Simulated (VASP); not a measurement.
A VASP calculation is set up with these files.

### KPOINTS
```
kpoints
0
Gamma
 7 7 7
```

### INCAR
```
SYSTEM = PbSe
PREC = Accurate; ENCUT = 520; LREAL = .False.
LASPH = .True.
EDIFF = 1E-6; NELM = 100; ALGO = Normal
LMAXMIX = 4
ISMEAR = 0; SIGMA = 0.05
GGA = PE
IBRION = 2; NSW = 60; ISIF = 3
EDIFFG = -0.01
LWAVE = .False.; LCHARG = .False.
```

### POSCAR
```
PbSe
1
    0.0000000000     3.1077866463     3.1077866463
    3.1077866463     0.0000000000     3.1077866463
    3.1077866463     3.1077866463     0.0000000000
Pb Se
1 1
Direct
  0.0000000000   0.0000000000   0.0000000000
  0.5000000000   0.5000000000   0.5000000000
```

POTCAR, in this order: Pb_d Se (PBE.64 set). Program: vasp_std.

Problem. Write an equivalent input for Ansatz.

Solution. One equivalent input (not run):
Ansatz 0.2 input:
```yaml
crystal:
  lattice:
    - [0.0000000, 3.1077866, 3.1077866]
    - [3.1077866, 0.0000000, 3.1077866]
    - [3.1077866, 3.1077866, 0.0000000]
  atoms:
    - { symbol: Pb, position: [0.0000000, 0.0000000, 0.0000000] }
    - { symbol: Se, position: [0.5000000, 0.5000000, 0.5000000] }
kpoints:
  mp_grid: { grid: [7, 7, 7] }
hamiltonian:
  xc: pbe
  pseudopotentials: { kind: paw }
scf:
  occupations: { method: gaussian, width: 0.05 }
  max_iter: 100
relax:
  max_steps: 60
  f_tol: 0.01
  cell: {}
output: { forces: true, stress: true, eigenvalues: true }
```
What does not carry over: each code has its own PAW files, so the cut-off isn't converted (ENCUT is set for VASP's; basis.ecutwfc is left out, and Ansatz then takes the one that its files recommend); Ansatz stops its SCF on the density residual and VASP on the energy change (EDIFF).

The compound is PbSe in the rock salt structure. It was relaxed first. The start is the result of an earlier pass.
